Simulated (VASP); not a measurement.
Runs of VASP 6.6.1 on CdTe. It takes space group F-43m (No. 216, cubic). The conventional cell has a = 6.560 Å, b = 6.560 Å, c = 6.560 Å, α = 90.00°, β = 90.00°, γ = 90.00°. Cd (site symmetry -43m) is surrounded by 4 Te at 2.84 Å. Te (site symmetry -43m) has 4 Cd at 2.84 Å as nearest neighbours. The cell is a database's computed one.

```tsv
task	level	potentials or basis	cell	k mesh	cutoff (eV)	grid for exact exchange (PRECFOCK)	exchange at q = 0	screening parameter	gap on the mesh (eV)	pressure (GPa)
relaxation of cell and atoms	r2SCAN	VASP PAW PBE potentials, release 64 (Cd, Te)	relaxed	8 × 8 × 8	600	-	-	-	1.15	0.0
band structure	PBE0	VASP PAW PBE potentials, release 64 (Cd, Te)	as given	6 × 6 × 6	450	Fast	truncated	-	2.02	-0.2
band structure	LDA	VASP PAW LDA potentials, release 64 (Cd, Te)	as given	10 × 10 × 10	450	-	-	-	(b)	-2.6
band structure	r2SCAN	VASP PAW PBE potentials, release 64 (Cd, Te)	as given	10 × 10 × 10	450	-	-	-	1.15	0.0
band structure	HSE06	VASP PAW PBE potentials, release 64 (Cd, Te)	as given	6 × 6 × 6	450	Fast	-	0.2 1/A	(a)	-0.1
```

Alike in all rows: no spin polarisation; smearing gaussian 0.02 eV.

Task: Estimate the missing entries.

Result: (a) 1.44; (b) 0.44.

Caveats: spin-orbit coupling is left out, which moves the levels of the heavy elements; the PAW data sets were made with another functional, which shifts forces and pressure a little (some runs); the relaxation stopped at its first step, so nothing moved (some runs).

A k mesh can miss the band edges, and the runs leave out spin-orbit coupling on Cd, Te.

Runs at the PBE level aren't shown here.
